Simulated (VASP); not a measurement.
Data:

```
CELL_PARAMETERS angstrom
      3.39853     0.00000     0.00000
     -1.69926     2.94321     0.00000
      0.00000     0.00000     5.55977
ATOMIC_POSITIONS crystal
  In 0.00000 0.00000 0.99801
  Ga 0.66667 0.33333 0.49546
  N  0.66667 0.33333 0.14539
  N  0.00000 0.00000 0.60273
```

The numbers are results of modified Becke-Johnson potential (mBJ) with spin-orbit coupling, VASP's PBE PAW potentials (set 64) (plane waves; VASP), not measurements. Numerical set-up: 500 eV cut-off, 6×6×4 Γ-centred mesh, Gaussian smearing of 0.050 eV, potentials In_d Ga_d N.

mBJ is a potential without an energy functional, so only the levels count.

Question: Predict the band gap (over mesh and band path) with the smallest direct gap where there is one.

Answer: 
```
Quantity                                        Result
---------------------------------------------  -------
band gap (over mesh and band path)             1.30 eV
smallest direct gap (over mesh and band path)  1.30 eV
```

The absolute energy has meaning only against runs of the same code, potentials and settings.

The structure comes from a computed database's InGaN2 entry (P3m1); how it stands against other phases isn't given here. It was relaxed first. The cell's shape comes from a PBE relaxation.
